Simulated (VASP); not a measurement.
Output of a VASP run:

OSZICAR:
```
       N       E                     dE             d eps       ncg     rms          rms(c)
DAV:   1     0.118211490263E+03    0.11821E+03   -0.10645E+04  1908   0.131E+03
DAV:   2    -0.113243038828E+02   -0.12954E+03   -0.12659E+03  2350   0.250E+02
DAV:   3    -0.165540165648E+02   -0.52297E+01   -0.51997E+01  2357   0.540E+01
DAV:   4    -0.166087691332E+02   -0.54753E-01   -0.54741E-01  2378   0.614E+00
DAV:   5    -0.166096620437E+02   -0.89291E-03   -0.89289E-03  2469   0.751E-01    0.185E+01
DAV:   6    -0.155756175664E+02    0.10340E+01   -0.79738E+00  1881   0.289E+01    0.127E+01
DAV:   7    -0.153341504307E+02    0.24147E+00   -0.14074E+00  1881   0.131E+01    0.587E+00
DAV:   8    -0.153176066760E+02    0.16544E-01   -0.86313E-02  2112   0.221E+00    0.143E+00
DAV:   9    -0.153129586030E+02    0.46481E-02   -0.12984E-02  2231   0.128E+00    0.248E-01
DAV:  10    -0.153131331744E+02   -0.17457E-03   -0.17472E-03  2238   0.313E-01    0.738E-02
DAV:  11    -0.153131682231E+02   -0.35049E-04   -0.49121E-05  2308   0.603E-02    0.459E-02
DAV:  12    -0.153131719903E+02   -0.37672E-05   -0.74902E-06  2252   0.262E-02    0.126E-02
DAV:  13    -0.153131734015E+02   -0.14112E-05   -0.16903E-06  1872   0.106E-02    0.380E-03
DAV:  14    -0.153131735481E+02   -0.14668E-06   -0.21027E-07  1266   0.393E-03
   1 F= -.16669868E+02 E0= -.16670184E+02  d E =-.166699E+02
```

**OUTCAR**
```
------------------------ aborting loop because EDIFF is reached ----------------------------------------
 Edisp (eV)   -1.35669
  FORCE on cell =-STRESS in cart. coord.  units (eV):
  Direction    XX          YY          ZZ          XY          YZ          ZX
  --------------------------------------------------------------------------------------
  Total      -0.05978    -0.05978    -0.00846     0.00000     0.00000    -0.00000
  in kB      -1.85090    -1.85090    -0.26178     0.00000     0.00000    -0.00000
  external pressure =       -1.32 kB  Pullay stress =        0.00 kB
  volume of cell :       51.75
      direct lattice vectors                 reciprocal lattice vectors
     1.790304816 -3.100898974  0.000000000     0.279282051 -0.161243563  0.000000000
     1.790304816  3.100898974  0.000000000     0.279282051  0.161243563  0.000000000
     0.000000000  0.000000000  4.660872539     0.000000000  0.000000000  0.214552102
 POSITION                                       TOTAL-FORCE (eV/Angst)
 -----------------------------------------------------------------------------------
      0.00000      0.00000      0.00000         0.000000     -0.000000     -0.000000
      1.79030      1.03364      1.20528         0.000000     -0.000000     -0.017219
      1.79030     -1.03364      3.45559        -0.000000      0.000000      0.017219
 -----------------------------------------------------------------------------------
    total drift:                                0.000000      0.000000      0.000000
  FREE ENERGIE OF THE ION-ELECTRON SYSTEM (eV)
  ---------------------------------------------------
  free  energy   TOTEN  =       -16.6698675330 eV

  energy  without entropy=      -16.6708173924  energy(sigma->0) =      -16.67018415

 reached required accuracy - stopping structural energy minimisation
```
(Selected blocks of OUTCAR.)

POSCAR:
```
PtS2
1
    1.7903048155    -3.1008989743    -0.0000000000
    1.7903048155     3.1008989743     0.0000000000
   -0.0000000000    -0.0000000000     4.6608725386
Pt S
1 2
Direct
  0.0000000000   0.0000000000   0.0000000000
  0.3333330000   0.6666670000   0.2585962219
  0.6666670000   0.3333330000   0.7414037781
```

Task: Reconstruct the remaining input files.

Result: Several could match; the one computed here: the input of the run itself, PBE GGA with D3 dispersion (Becke-Johnson damping), plane waves, VASP's PBE PAW potentials (set 64).

**INCAR**
```
SYSTEM = PtS2
PREC = Accurate
ENCUT = 520
EDIFF = 1E-6
NELM = 100
ALGO = Normal
LREAL = .FALSE.
LASPH = .TRUE.
ISMEAR = 1
SIGMA = 0.1
GGA = PE
IVDW = 12
LMAXMIX = 6
LWAVE = .FALSE.
LCHARG = .FALSE.
IBRION = 2
ISIF = 3
NSW = 60
EDIFFG = -0.02
```

KPOINTS:
```
Automatic
0
G
9 9 6
```

POTCAR, in this order: Pt S (PBE.64 set). Program: vasp_std.

The compound is PtS2 in the 1T layered structure. It was relaxed first, which changed the volume by -5 %. The start is the result of an earlier pass.
